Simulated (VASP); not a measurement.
Method: PBE GGA, VASP's PBE PAW potentials (set 64) (plane waves; VASP).

The input files of a VASP run:

KPOINTS:
```
K-points
0
G
 1 1 1
```

### INCAR
```
ALGO=Normal
EDIFF=1E-6
ENCUT=300
GGA=PE
ISIF=2
ISMEAR=0
LASPH=.TRUE.
LCHARG=.FALSE.
LMAXMIX=6
LREAL=.FALSE.
LWAVE=.FALSE.
NELM=100
PREC=Accurate
SIGMA=0.1
SYSTEM=Os
```

POSCAR:
```
Os
1
    2.7545900000     0.0000000000     0.0000000000
   -1.3772950000     2.3855450000     0.0000000000
    0.0000000000     0.0000000000     8.8629110000
Os
4
Direct
  0.0000000000   0.0000000000   0.0000000000
  0.0000000000   0.0000000000   0.5000000000
  0.3333330000   0.6666670000   0.2500000000
  0.6666670000   0.3333330000   0.7500000000
```

POTCAR, in this order: Os (PBE.64 set). Program: vasp_std.

Output

**OSZICAR**
```
       N       E                     dE             d eps       ncg     rms          rms(c)
DAV:   1     0.106964676360E+03    0.10696E+03   -0.10959E+04    48   0.897E+02
DAV:   2    -0.486291221697E+02   -0.15559E+03   -0.14639E+03    44   0.370E+02
DAV:   3    -0.585707059064E+02   -0.99416E+01   -0.93393E+01    72   0.597E+01
DAV:   4    -0.587525823326E+02   -0.18188E+00   -0.18031E+00    56   0.849E+00
DAV:   5    -0.587553829680E+02   -0.28006E-02   -0.27660E-02    48   0.103E+00    0.291E+01
DAV:   6    -0.542877447876E+02    0.44676E+01   -0.47335E+00    48   0.130E+01    0.118E+01
DAV:   7    -0.554158766656E+02   -0.11281E+01   -0.17143E+01    72   0.181E+01    0.181E+01
DAV:   8    -0.534165981898E+02    0.19993E+01   -0.17941E+01    64   0.142E+01    0.368E+00
DAV:   9    -0.532933232886E+02    0.12327E+00   -0.28017E-01    80   0.368E+00    0.203E+00
DAV:  10    -0.532672984278E+02    0.26025E-01   -0.21832E-02    48   0.976E-01    0.150E+00
DAV:  11    -0.532493045010E+02    0.17994E-01   -0.28282E-01    64   0.177E+00    0.123E+00
DAV:  12    -0.532437722579E+02    0.55322E-02   -0.31138E-03    40   0.460E-01    0.730E-01
DAV:  13    -0.532421618055E+02    0.16105E-02   -0.61897E-03    64   0.307E-01    0.428E-01
DAV:  14    -0.532411221378E+02    0.10397E-02   -0.11590E-03    56   0.219E-01    0.153E-01
DAV:  15    -0.532410795552E+02    0.42583E-04   -0.66065E-05    72   0.408E-02    0.123E-01
DAV:  16    -0.532410076781E+02    0.71877E-04   -0.58230E-05    64   0.492E-02    0.736E-02
DAV:  17    -0.532409697405E+02    0.37938E-04   -0.13690E-04    72   0.713E-02    0.792E-03
DAV:  18    -0.532409703137E+02   -0.57324E-06   -0.85176E-07    28   0.804E-03
   1 F= -.53240970E+02 E0= -.53164153E+02  d E =-.153635E+00
```

**OUTCAR**
```
------------------------ aborting loop because EDIFF is reached ----------------------------------------
  FORCE on cell =-STRESS in cart. coord.  units (eV):
  Direction    XX          YY          ZZ          XY          YZ          ZX
  --------------------------------------------------------------------------------------
  Total       -8.1054217     -8.1054222      6.8529831     -0.0000000      0.0000000      0.0000000
  in kB     -222.9796494   -222.9796649    188.5251421     -0.0000000      0.0000000      0.0000000
  external PRESSURE =     -85.8113907 kB  Pullay stress =       0.0000000 kB
  volume of cell :       58.24
      direct lattice vectors                 reciprocal lattice vectors
     2.754590000  0.000000000  0.000000000     0.363030433  0.209595711  0.000000000
    -1.377295000  2.385545000  0.000000000     0.000000000  0.419191422  0.000000000
     0.000000000  0.000000000  8.862911000     0.000000000  0.000000000  0.112829746
 POSITION                                       TOTAL-FORCE (eV/Angst)
 -----------------------------------------------------------------------------------
      0.00000      0.00000      0.00000         0.000000      0.000000     -0.000000
      0.00000      0.00000      4.43146         0.000000      0.000000     -0.000000
     -0.00000      1.59036      2.21573        -0.000000      0.000000      0.000000
      1.37730      0.79518      6.64718         0.000000     -0.000000      0.000000
 -----------------------------------------------------------------------------------
    total drift:                                0.000000     -0.000000      0.000000
  FREE ENERGIE OF THE ION-ELECTRON SYSTEM (eV)
  ---------------------------------------------------
  free  energy   TOTEN  =       -53.2409703137 eV

  energy  without entropy=      -53.0873356134  energy(sigma->0) =      -53.16415296
```
(Selected blocks of OUTCAR.)

At this cut-off the stress carries a Pulay error, which pulls relaxed volumes low.

The structure was generated: Os was put into an ordered model structure, which need not be its known phase. The cell was not relaxed at this level. The k-mesh is coarse (spacing up to 2.63 per Å, 2π included), so the numbers may not be converged in it. The run is one of a series of settings (KPOINTS 1×1×1 Γ-centred mesh against the base run), some of them coarse on purpose.
